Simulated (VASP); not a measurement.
Consider the following.

```
CELL_PARAMETERS angstrom
      0.00000     2.27462     2.27462
      2.27462     0.00000     2.27462
      2.27462     2.27462     0.00000
ATOMIC_POSITIONS crystal
  Ga 0.00000 0.00000 0.00000
  N  0.25000 0.25000 0.25000
```

Calculation: PBE GGA, VASP's PBE PAW potentials (set 64) (plane waves; VASP). Run with 520 eV cut-off, Gaussian smearing of 0.050 eV, potentials Ga_d N.

Give the energies of bands 7 to 11 at the high-symmetry points, in eV from the valence-band maximum.

```tsv
band	Γ	X	U	L	W
7	0.00	-6.01	-5.75	-6.86	-5.59
8	0.00	-2.60	-4.10	-0.93	-3.57
9	0.00	-2.60	-2.09	-0.93	-3.50
10	1.54	3.35	4.95	4.45	6.17
11	10.13	6.49	7.63	8.59	8.10
```

The gap is direct, 1.54 eV, from the valence maximum at Γ to the conduction minimum at Γ.

The structure was generated: GaN was put into the zinc blende type (F-43m), which need not be its known phase. It was relaxed first, which changed the volume by +6 %.
